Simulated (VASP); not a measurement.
Method: r2SCAN meta-GGA, VASP's PBE PAW potentials (set 64) (plane waves; VASP).

The input files of a VASP run:

INCAR:
```
NSW=60   # most ionic steps
LCHARG=.FALSE.
NELM=100   # most electronic steps
LWAVE=.FALSE.
EDIFFG=-0.02
MAGMOM=2*-3.0 2*3.0 6*0.0
SIGMA=0.05   # width (eV)
EDIFF=1E-6   # SCF stop (eV)
SYSTEM=Cr2O3
ISMEAR=0   # Gaussian
LASPH=.TRUE.   # aspherical one-centre terms
LREAL=.FALSE.
LORBIT=10
LMIXTAU=.TRUE.
LMAXMIX=4
ISIF=3
ENCUT=520   # plane-wave cut-off (eV)
ALGO=Normal
IBRION=2   # conjugate gradients
METAGGA=R2SCAN
PREC=Accurate
ISPIN=2
```

### POSCAR
```
Cr2O3
1.0
  4.7765481754  -2.4279737465   0.0396095198
  4.7765481754   2.4279737465   0.0396095198
  3.5091302208   0.0000000000   4.0494502539
Cr O
4 6
Cartesian
 11.0286546229   0.0000000000   3.4859039874
  4.4975413371   0.0000000000   1.4215693406
  2.0335719487   0.0000000000   0.6427653061
  8.5646852345   0.0000000000   2.7070999529
  5.0201217533  -0.8993815394   3.0568924503
  5.4190892486   1.6636776430   1.7946441854
  8.0421048183   0.8993815394   1.0717768432
  7.1736543590   0.7642961035   3.8193693123
  7.6431373230  -1.6636776430   2.3340251081
  5.8885722126  -0.7642961035   0.3092999812
```

**KPOINTS**
```
Automatic mesh
0
Gamma
5 5 5
0 0 0
```

POTCAR, in this order: Cr_pv O (PBE.64 set). Program: vasp_std.

The resulting files:

OSZICAR:
```
...
DAV:  10    -0.120392589499E+03   -0.58722E-05   -0.24678E-06  3000   0.994E-03    0.736E-03
DAV:  11    -0.120392588472E+03    0.10270E-05   -0.56741E-07  2268   0.625E-03    0.305E-03
DAV:  12    -0.120392589797E+03   -0.13252E-05   -0.11049E-07  2128   0.229E-03    0.168E-03
DAV:  13    -0.120392589685E+03    0.11222E-06   -0.46043E-08  2082   0.146E-03
   4 F= -.12039259E+03 E0= -.12039259E+03  d E =-.307900E-01  mag=    -0.0000
       N       E                     dE             d eps       ncg     rms          rms(c)
DAV:   1    -0.120346393798E+03    0.46196E-01   -0.11279E+01  4180   0.336E+01    0.290E+00
DAV:   2    -0.120404188030E+03   -0.57794E-01   -0.68361E-01  4016   0.566E+00    0.205E+00
DAV:   3    -0.120402550021E+03    0.16380E-02   -0.20347E-02  4616   0.954E-01    0.929E-01
DAV:   4    -0.120403446061E+03   -0.89604E-03   -0.52728E-03  5004   0.421E-01    0.761E-01
DAV:   5    -0.120403777589E+03   -0.33153E-03   -0.62519E-04  4832   0.214E-01    0.531E-01
DAV:   6    -0.120404029116E+03   -0.25153E-03   -0.91619E-04  4560   0.194E-01    0.215E-01
DAV:   7    -0.120403971796E+03    0.57320E-04   -0.55304E-04  5296   0.139E-01    0.977E-02
DAV:   8    -0.120404053993E+03   -0.82196E-04   -0.52035E-05  4468   0.586E-02    0.578E-02
DAV:   9    -0.120404056680E+03   -0.26878E-05   -0.99248E-06  4648   0.186E-02    0.221E-02
DAV:  10    -0.120404064280E+03   -0.75996E-05   -0.24832E-06  3072   0.991E-03    0.800E-03
DAV:  11    -0.120404063303E+03    0.97744E-06   -0.55397E-07  2232   0.626E-03
   5 F= -.12040406E+03 E0= -.12040406E+03  d E =-.422636E-01  mag=     0.0000
       N       E                     dE             d eps       ncg     rms          rms(c)
DAV:   1    -0.120403381770E+03    0.68251E-03   -0.15927E-01  4184   0.399E+00    0.337E-01
DAV:   2    -0.120404250749E+03   -0.86898E-03   -0.98098E-03  4040   0.678E-01    0.250E-01
DAV:   3    -0.120404185265E+03    0.65484E-04   -0.28533E-04  4732   0.114E-01    0.114E-01
DAV:   4    -0.120404252489E+03   -0.67224E-04   -0.85397E-05  4772   0.504E-02    0.934E-02
DAV:   5    -0.120404227407E+03    0.25082E-04   -0.96142E-06  4544   0.261E-02    0.653E-02
DAV:   6    -0.120404235156E+03   -0.77488E-05   -0.12635E-05  4544   0.227E-02    0.263E-02
DAV:   7    -0.120404220419E+03    0.14737E-04   -0.88037E-06  4576   0.174E-02    0.118E-02
DAV:   8    -0.120404226369E+03   -0.59495E-05   -0.96125E-07  2244   0.826E-03    0.326E-03
DAV:   9    -0.120404226983E+03   -0.61468E-06   -0.23754E-07  2054   0.310E-03
   6 F= -.12040423E+03 E0= -.12040423E+03  d E =-.424273E-01  mag=     0.0000
       N       E                     dE             d eps       ncg     rms          rms(c)
DAV:   1    -0.120395367891E+03    0.88585E-02   -0.17250E+00  4964   0.164E+01    0.238E+00
DAV:   2    -0.120408550656E+03   -0.13183E-01   -0.19366E-01  3960   0.307E+00    0.175E+00
DAV:   3    -0.120407030681E+03    0.15200E-02   -0.88439E-03  4728   0.640E-01    0.821E-01
DAV:   4    -0.120407247403E+03   -0.21672E-03   -0.28129E-03  4864   0.284E-01    0.644E-01
DAV:   5    -0.120407599924E+03   -0.35252E-03   -0.29196E-04  4536   0.139E-01    0.456E-01
DAV:   6    -0.120407613699E+03   -0.13775E-04   -0.84082E-04  4760   0.205E-01    0.260E-01
DAV:   7    -0.120407676701E+03   -0.63002E-04   -0.30423E-04  5408   0.121E-01    0.101E-01
DAV:   8    -0.120407703510E+03   -0.26809E-04   -0.37830E-05  4936   0.341E-02    0.456E-02
DAV:   9    -0.120407689034E+03    0.14476E-04   -0.14890E-05  4928   0.195E-02    0.169E-02
DAV:  10    -0.120407697501E+03   -0.84675E-05   -0.19486E-06  2884   0.111E-02    0.992E-03
DAV:  11    -0.120407692854E+03    0.46470E-05   -0.10219E-06  2220   0.734E-03    0.277E-03
DAV:  12    -0.120407693869E+03   -0.10150E-05   -0.28670E-07  2060   0.308E-03    0.110E-03
DAV:  13    -0.120407693754E+03    0.11517E-06   -0.46857E-08  2024   0.182E-03
   7 F= -.12040769E+03 E0= -.12040769E+03  d E =-.346677E-02  mag=    -0.0000
       N       E                     dE             d eps       ncg     rms          rms(c)
DAV:   1    -0.120406799142E+03    0.89473E-03   -0.14445E-01  4982   0.474E+00    0.703E-01
DAV:   2    -0.120407919930E+03   -0.11208E-02   -0.16585E-02  3960   0.900E-01    0.539E-01
DAV:   3    -0.120407761764E+03    0.15817E-03   -0.77000E-04  4774   0.195E-01    0.252E-01
DAV:   4    -0.120407818677E+03   -0.56913E-04   -0.29499E-04  4864   0.890E-02    0.189E-01
DAV:   5    -0.120407849878E+03   -0.31201E-04   -0.29849E-05  4560   0.448E-02    0.140E-01
DAV:   6    -0.120407834586E+03    0.15292E-04   -0.82425E-05  4832   0.643E-02    0.755E-02
DAV:   7    -0.120407839066E+03   -0.44803E-05   -0.31214E-05  5416   0.367E-02    0.246E-02
DAV:   8    -0.120407843502E+03   -0.44364E-05   -0.25844E-06  3040   0.985E-03    0.977E-03
DAV:   9    -0.120407841189E+03    0.23131E-05   -0.92532E-07  2280   0.560E-03    0.364E-03
DAV:  10    -0.120407842452E+03   -0.12629E-05   -0.26104E-07  2052   0.392E-03    0.126E-03
DAV:  11    -0.120407842260E+03    0.19230E-06   -0.79988E-08  2004   0.180E-03
   8 F= -.12040784E+03 E0= -.12040784E+03  d E =-.361528E-02  mag=     0.0000
       N       E                     dE             d eps       ncg     rms          rms(c)
DAV:   1    -0.120417313959E+03   -0.94715E-02   -0.39116E-01  3800   0.504E+00    0.180E+00
DAV:   2    -0.120408736964E+03    0.85770E-02   -0.32596E-02  3936   0.153E+00    0.129E+00
DAV:   3    -0.120407927277E+03    0.80969E-03   -0.44683E-03  4512   0.395E-01    0.586E-01
DAV:   4    -0.120407936194E+03   -0.89163E-05   -0.13164E-03  4860   0.166E-01    0.475E-01
DAV:   5    -0.120408124296E+03   -0.18810E-03   -0.15172E-04  4752   0.885E-02    0.375E-01
DAV:   6    -0.120408122470E+03    0.18267E-05   -0.15790E-04  5104   0.734E-02    0.170E-01
DAV:   7    -0.120408117022E+03    0.54476E-05   -0.11912E-04  4976   0.598E-02    0.486E-02
DAV:   8    -0.120408127022E+03   -0.10000E-04   -0.21993E-05  5432   0.250E-02    0.197E-02
DAV:   9    -0.120408126002E+03    0.10197E-05   -0.26263E-06  3044   0.130E-02    0.101E-02
DAV:  10    -0.120408128911E+03   -0.29091E-05   -0.94118E-07  2292   0.510E-03    0.289E-03
DAV:  11    -0.120408130220E+03   -0.13089E-05   -0.17998E-07  2088   0.314E-03    0.188E-03
DAV:  12    -0.120408130738E+03   -0.51760E-06   -0.62903E-08  2054   0.198E-03
   9 F= -.12040813E+03 E0= -.12040813E+03  d E =-.288478E-03  mag=    -0.0000
       N       E                     dE             d eps       ncg     rms          rms(c)
DAV:   1    -0.120409548081E+03   -0.14179E-02   -0.51017E-02  3804   0.182E+00    0.619E-01
DAV:   2    -0.120408555722E+03    0.99236E-03   -0.42170E-03  3936   0.557E-01    0.457E-01
DAV:   3    -0.120408298454E+03    0.25727E-03   -0.57555E-04  4752   0.139E-01    0.207E-01
DAV:   4    -0.120408302943E+03   -0.44894E-05   -0.17507E-04  4840   0.554E-02    0.168E-01
DAV:   5    -0.120408290214E+03    0.12729E-04   -0.20141E-05  4560   0.311E-02    0.135E-01
DAV:   6    -0.120408303822E+03   -0.13607E-04   -0.23461E-05  5120   0.283E-02    0.536E-02
DAV:   7    -0.120408305016E+03   -0.11947E-05   -0.14610E-05  4552   0.229E-02    0.199E-02
DAV:   8    -0.120408306511E+03   -0.14944E-05   -0.26582E-06  3040   0.947E-03    0.715E-03
DAV:   9    -0.120408307824E+03   -0.13132E-05   -0.71114E-07  2132   0.695E-03    0.298E-03
DAV:  10    -0.120408305056E+03    0.27678E-05   -0.23922E-07  2044   0.277E-03    0.247E-03
DAV:  11    -0.120408305558E+03   -0.50208E-06   -0.83564E-08  1980   0.202E-03
  10 F= -.12040831E+03 E0= -.12040831E+03  d E =-.463298E-03  mag=     0.0000
       N       E                     dE             d eps       ncg     rms          rms(c)
DAV:   1    -0.120408351444E+03   -0.46388E-04   -0.17667E-03  3808   0.338E-01    0.117E-01
DAV:   2    -0.120408329319E+03    0.22125E-04   -0.14663E-04  3904   0.104E-01    0.860E-02
DAV:   3    -0.120408304132E+03    0.25187E-04   -0.19780E-05  4528   0.260E-02    0.387E-02
DAV:   4    -0.120408304666E+03   -0.53338E-06   -0.60592E-06  2984   0.106E-02
  11 F= -.12040830E+03 E0= -.12040830E+03  d E =-.462406E-03  mag=    -0.0000
```

**OUTCAR**
```
------------------------ aborting loop because EDIFF is reached ----------------------------------------
  FORCE on cell =-STRESS in cart. coord.  units (eV):
  Direction    XX          YY          ZZ          XY          YZ          ZX
  --------------------------------------------------------------------------------------
  Total       -0.1049918     -0.0309048     -0.0383064     -0.0000000      0.0000000     -0.0234172
  in kB       -1.7402201     -0.5122413     -0.6349222     -0.0000000      0.0000000     -0.3881359
  external PRESSURE =      -0.9624612 kB  Pullay stress =       0.0000000 kB
  volume of cell :       96.66
      direct lattice vectors                 reciprocal lattice vectors
     4.775176813 -2.474703625  0.010880949     0.104911371 -0.202044396 -0.089178588
     4.775176813  2.474703625  0.010880949     0.104911371  0.202044396 -0.089178588
     3.483365557 -0.000000000  4.097896894    -0.000557132  0.000000000  0.244501197
 POSITION                                       TOTAL-FORCE (eV/Angst)
 -----------------------------------------------------------------------------------
     11.03945     -0.00000      3.48932        -0.014889      0.000000     -0.004706
      4.52259     -0.00000      1.42949        -0.014889      0.000000     -0.004706
      1.99427     -0.00000      0.63034         0.014889     -0.000000      0.004706
      8.51113     -0.00000      2.69017         0.014889     -0.000000      0.004706
      5.00011     -0.95237      3.07886         0.000000     -0.018508     -0.000000
      5.39745      1.71354      1.82179        -0.004831      0.009254      0.015283
      8.03361      0.95237      1.04080         0.000000      0.018508     -0.000000
      7.13913      0.76117      3.87073        -0.004831     -0.009254      0.015283
      7.63627     -1.71354      2.29787         0.004831     -0.009254     -0.015283
      5.89459     -0.76117      0.24893         0.004831      0.009254     -0.015283
 -----------------------------------------------------------------------------------
    total drift:                                0.000000      0.000000      0.000000
  FREE ENERGIE OF THE ION-ELECTRON SYSTEM (eV)
  ---------------------------------------------------
  free  energy   TOTEN  =      -120.4083046656 eV

  energy  without entropy=     -120.4083046656  energy(sigma->0) =     -120.40830467

 total charge

# of ion       s       p       d       tot
------------------------------------------
    1        0.408   6.344   4.034  10.786
    2        0.408   6.344   4.034  10.786
    3        0.408   6.344   4.034  10.786
    4        0.408   6.344   4.034  10.786
    5        1.563   3.538   0.000   5.101
    6        1.563   3.538   0.000   5.101
    7        1.563   3.538   0.000   5.101
    8        1.563   3.538   0.000   5.101
    9        1.563   3.538   0.000   5.101
   10        1.563   3.538   0.000   5.101
--------------------------------------------------
tot         11.006  46.606  16.136  73.749

 magnetization (x)

# of ion       s       p       d       tot
------------------------------------------
    1       -0.014  -0.028  -2.712  -2.754
    2       -0.014  -0.028  -2.712  -2.754
    3        0.014   0.028   2.712   2.754
    4        0.014   0.028   2.712   2.754
    5        0.000   0.000   0.000   0.000
    6        0.000   0.000   0.000   0.000
    7        0.000   0.000   0.000   0.000
    8        0.000   0.000   0.000   0.000
    9        0.000   0.000   0.000   0.000
   10        0.000   0.000   0.000   0.000
--------------------------------------------------
tot          0.000   0.000  -0.000  -0.000

 reached required accuracy - stopping structural energy minimisation
```
(Selected blocks of OUTCAR.)

File CONTCAR:
```
Cr2O3
   1.00000000000000
     4.7751768131332017   -2.4747036252687677    0.0108809488905570
     4.7751768131332017    2.4747036252687677    0.0108809488905570
     3.4833655573611582   -0.0000000000000000    4.0978968938857196
  Cr              O
     4     6
Direct
     0.8469914221840436    0.8469914221840436    0.8469914221867632
     0.3469914221840437    0.3469914221840437    0.3469914221867630
     0.1530085778159564    0.1530085778159564    0.1530085778132369
     0.6530085778159564    0.6530085778159564    0.6530085778132368
     0.4424215744309141    0.0575784255690860    0.7500000000000000
     0.0575784255697058    0.7500000000006197    0.4424215744324101
     0.5575784255690859    0.9424215744309141    0.2500000000000000
     0.2500000000006198    0.5575784255697059    0.9424215744324101
     0.9424215744302941    0.2499999999993801    0.5575784255675899
     0.7499999999993803    0.4424215744302942    0.0575784255675899
```

Energy and stress use the plane-wave basis of the starting cell.

The compound is Cr2O3 in the corundum structure. This run relaxes it. Symmetry was kept, so distortions that lower it aren't found. The start is the result of an earlier pass.
